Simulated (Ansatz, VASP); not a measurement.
Be3TeF4: VASP beside Ansatz

```
Be Te F
1.0
     4.84635    0.00000    0.00000
     0.00000    4.84635    0.00000
     0.00000    0.00000    4.84635
Be Te F
3 1 4
Direct
  0.50000 0.00000 0.00000
  0.00000 0.50000 0.00000
  0.00000 0.00000 0.50000
  0.50000 0.50000 0.50000
  0.00000 0.00000 0.00000
  0.00000 0.50000 0.50000
  0.50000 0.00000 0.50000
  0.50000 0.50000 0.00000
```

Alike in both runs: task relaxation of cell and atoms; functional PBE; k mesh 8 × 8 × 8; occupations gaussian, width 0.1 eV; no spin polarisation.

```csv
,VASP,Ansatz
version,VASP 6.6.1,Ansatz 0.2.0
potentials or method,"VASP PAW PBE potentials, release 64 (Be, Te, F)","scalar-relativistic, plane waves, PAW"
plane-wave cutoff (eV),600,420
valence electrons in the cell,40,50
```

Ansatz gave:

| Quantity | Value |
| --- | --- |
| gap on the k mesh at the Fermi level, each at its own relaxed structure (eV) | none |
| relaxed volume (Å³/atom) | 14.23 |
| relaxed cell length with the largest relative difference (Å) | 4.846 |

What did VASP give for the same quantities?

gap on the k mesh at the Fermi level, each at its own relaxed structure (eV): none; relaxed volume (Å³/atom): 14.15; relaxed cell length with the largest relative difference (Å): 4.838.

A gap of «none» marks a metal or a gap that the smearing closes. The two sets of potentials don't hold the same shells in valence.

The runs have no spin-orbit coupling, so splittings on Te are missing.
